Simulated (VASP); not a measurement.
Input:

```yaml
crystal:
  lattice:
    - [4.28009, 0.00000, 0.00000]
    - [0.00000, 4.28009, 0.00000]
    - [0.00000, 0.00000, 4.28009]
  atoms:
    - { symbol: Cs, position: [0.00000, 0.00000, 0.00000] }
    - { symbol: Au, position: [0.50000, 0.50000, 0.50000] }
```

These are r2SCAN meta-GGA with spin-orbit coupling, VASP's PBE PAW potentials (set 64) (plane waves; VASP) values and carry that method's errors. Run with 400 eV cut-off, 6×6×6 Γ-centred mesh, Gaussian smearing of 0.050 eV, potentials Cs_sv Au.

**Question.** Give the energies of bands 13 to 26 at the high-symmetry points, in eV from the valence-band maximum.

**Answer.** 
```csv
band,Γ,X,M,R
13,-2.96,-1.76,-2.11,-1.63
14,-2.96,-1.76,-2.11,-1.63
15,-1.84,-1.70,-1.81,-1.41
16,-1.84,-1.70,-1.81,-1.41
17,-1.84,-1.55,-1.51,-1.41
18,-1.84,-1.55,-1.51,-1.41
19,-1.58,-0.85,-1.04,0.00
20,-1.58,-0.85,-1.04,0.00
21,4.38,1.28,3.63,1.52
22,4.38,1.28,3.63,1.52
23,4.38,4.36,3.97,2.04
24,4.38,4.36,3.97,2.04
25,6.00,4.62,4.88,2.04
26,6.00,4.62,4.88,2.04
```

The gap is indirect, 1.28 eV, from the valence maximum at R to the conduction minimum at X.

The structure comes from a computed database's CsAu entry (Pm-3m); how it stands against other phases isn't given here. It was relaxed first.
